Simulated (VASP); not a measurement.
An input for Quantum ESPRESSO's pw.x (written as the equivalent of a VASP run, and not itself run):

```
&CONTROL
  calculation = 'scf'
  pseudo_dir = './pseudo'
  outdir = './out'
  tprnfor = .true.
  tstress = .true.
/
&SYSTEM
  ibrav = 0
  nat = 3
  ntyp = 2
  ecutwfc = 102
  occupations = 'smearing'
  smearing = 'gaussian'
  degauss = 0.003675
  input_dft = 'pbe'
/
&ELECTRONS
  conv_thr = 7.3e-08
  electron_maxstep = 100
/
ATOMIC_SPECIES
  Cd 112.414 Cd.upf
  F 18.998 F.upf
CELL_PARAMETERS angstrom
     0.0000000    2.7489000    2.7489000
     2.7489000    0.0000000    2.7489000
     2.7489000    2.7489000    0.0000000
ATOMIC_POSITIONS crystal
  Cd   0.0000000  0.0000000  0.0000000
  F    0.2500000  0.2500000  0.2500000
  F    0.7500000  0.7500000  0.7500000
K_POINTS automatic
  6 6 6 0 0 0
```

Write the VASP files for the same calculation (PBE).

This is not unique; one that fits is 
### INCAR
```
ENCUT = 520   ! plane-wave cut-off (eV)
NELM = 100   ! most electronic steps
PREC = Low
SIGMA = 0.05
GGA = PE
ALGO = Normal
LREAL = .False.   ! projection in real space or not
ISIF = 2
LCHARG = .False.
EDIFF = 1E-6   ! SCF stop (eV)
LWAVE = .False.
LMAXMIX = 4   ! l cut-off of mixed one-centre charges
SYSTEM = CdF2
LASPH = .True.   ! aspherical one-centre terms
ISMEAR = 0   ! Gaussian
```

POSCAR:
```
CdF2
5.49780
  0.0000000000   0.5000000000   0.5000000000
  0.5000000000   0.0000000000   0.5000000000
  0.5000000000   0.5000000000   0.0000000000
Cd F
1 2
Direct
  0.0000000000   0.0000000000   0.0000000000
  0.2500000000   0.2500000000   0.2500000000
  0.7500000000   0.7500000000   0.7500000000
```

File KPOINTS:
```
K-points
0
gamma
 6 6 6
```

POTCAR, in this order: Cd F (PBE.64 set). Program: vasp_std.

The two are equivalent in intent, not identical: the potentials are each code's own (VASP's PAW set, PseudoDojo norm-conserving files in pw.x), so ENCUT and ecutwfc are chosen apart and not converted; conv_thr bounds pw.x's estimated SCF error, while EDIFF bounds the energy change between steps.

The compound is CdF2 in the fluorite structure. The cell was not relaxed at this level. The run is one of a series of settings (PREC = Low against the base run), some of them coarse on purpose.
